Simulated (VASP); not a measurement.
Here is the system:

```yaml
crystal:
  lattice:
    - [1.59066, -2.82055, 0.00000]
    - [1.59066, 2.82055, 0.00000]
    - [0.00000, 0.00000, 5.19930]
  atoms:
    - { symbol: Mg, position: [0.33333, 0.66667, 0.25000] }
    - { symbol: Mg, position: [0.68139, 0.34805, 0.75000] }
```

Calculation: PBE GGA, VASP's PBE PAW potentials (set 64) (plane waves; VASP). Run with EDIFF = 1E-2, 400 eV cut-off, 12×12×7 Γ-centred mesh, first-order Methfessel-Paxton smearing of 0.10 eV, potentials Mg.

Question: Predict the energy per atom (σ→0), pressure, band gap (on the k-mesh) with the smallest direct gap where there is one.

Answer: 
```yaml
band gap (on the k-mesh): none (metal, semimetal or under 0.01 eV)
energy per atom (σ→0): -145.5 kJ/mol of atoms
pressure: -1.28 GPa
```

The compound is Mg in the hcp structure. The cell was not relaxed at this level, atoms are displaced from their ideal sites. The run is one of a series of settings (EDIFF = 1E-2 against the base run), some of them coarse on purpose.
